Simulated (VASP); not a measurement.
Here is the system:

```xyz
1
Lattice="0.0000 2.0002 2.0002 2.0002 0.0000 2.0002 2.0002 2.0002 0.0000" Properties=species:S:1:pos:R:3 pbc="T T T"
Al     0.0000     0.0000     0.0000
```

Computed with SCAN meta-GGA, VASP's PBE PAW potentials (set 64) (plane waves; VASP). Numerical set-up: 400 eV cut-off, 14×14×14 Γ-centred mesh, first-order Methfessel-Paxton smearing of 0.10 eV, potentials Al.

Problem. Predict the energy per atom (σ→0), band gap (on the k-mesh) with the smallest direct gap where there is one.

Solution. 
```json
{
  "band gap (on the k-mesh)": "none (metal, semimetal or under 0.01 eV)",
  "energy per atom (σ→0)": "-7.736 eV/atom"
}
```

Only differences to runs with the same potentials and settings are physical.

The structure comes from a measured Al entry (Fm-3m) of the Crystallography Open Database, whose conditions weren't checked. It was relaxed first. The start is the result of an earlier pass.
